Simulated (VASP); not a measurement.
A run of VASP 6.6.1:

The input INCAR:

```
SYSTEM = Rh
ALGO     = Normal         ! electronic algorithm
EDIFF    = 1E-6           ! SCF threshold, eV
ENCUT    = 520            ! plane-wave cutoff, eV
GGA      = CA             ! functional
ISIF     = 2              ! what is computed and relaxed
ISMEAR   = -1             ! smearing method
LASPH    = .TRUE.         ! aspherical terms in the spheres
LCHARG   = .FALSE.        ! write CHGCAR
LREAL    = .FALSE.        ! projectors in reciprocal space
LWAVE    = .FALSE.        ! write WAVECAR
NBANDS   = 38             ! bands
NELM     = 100            ! most SCF steps
PREC     = Accurate       ! precision mode
SIGMA    = 0.1            ! smearing width, eV
```

Contents of KPOINTS:

```
k-points
0
G
  15 15 4
  0 0 0
```

The input POSCAR:

```
Rh
1.0
    2.5850204415      0.0000000000      0.0000000000
   -1.2925102208      2.2386933717      0.0000000000
    0.0000000000      0.0000000000      8.4333608286
Rh
4
Direct
    0.0000000000      0.0000000000      1.0000000000
    0.0000000000      0.0000000000      0.5000000000
    0.3333333333      0.6666666667      0.2500000000
    0.6666666667      0.3333333333      0.7500000000
```

Potentials or basis: VASP PAW LDA potentials, release 64 (Rh_pv).

Launch:

```sh
$ cat potpaw_LDA.64/Rh_pv/POTCAR > POTCAR
$ mpirun -np 1 vasp_std > vasp.out
```

Hardware: 1 thread of Intel(R) Xeon(R) Platinum 8488C (Sapphire Rapids) (shared host).

**Question.** Estimate the wall time of this run.

**Answer.** Run time: 2 min on 1 thread of Intel(R) Xeon(R) Platinum 8488C (Sapphire Rapids), on a shared host, peak memory 0.21 GiB. Counts: scf iterations 13, k points 81.
